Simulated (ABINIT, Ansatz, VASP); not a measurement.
## Ag: programs and potentials compared

```xyz
6
Lattice="2.8894 0.0000 0.0000 0.0000 2.8894 0.0000 0.0000 0.0000 25.2155" Properties=species:S:1:pos:R:3 pbc="T T T"
Ag    1.4447    1.4447    7.5000
Ag    0.0000    0.0000    9.5431
Ag    1.4447    1.4447   11.5862
Ag    0.0000    0.0000   13.6293
Ag    1.4447    1.4447   15.6724
Ag    0.0000    0.0000   17.7155
```

Alike in all runs: functional PBE; k mesh 9 × 9 × 1; occupations fermi-dirac, width 0.05 eV; no spin polarisation; no spin-orbit coupling.

```tsv
program and potentials	plane-wave cutoff (eV)	notes	largest force (eV/Å)
Ansatz, Ansatz PAW	420	19 valence electrons an atom on average	0.169
ABINIT, JTH PAW PBE v2.0	463	11 valence electrons an atom on average	?
VASP, PBE PAW files Ag, 520 eV	520	11 valence electrons an atom on average	0.169
```

Question: Estimate from the other rows what the run with ABINIT, JTH PAW PBE v2.0 gave.

Answer: Largest force 0.172 eV/Å. The other rows, which needn't bracket it: largest force 0.169.
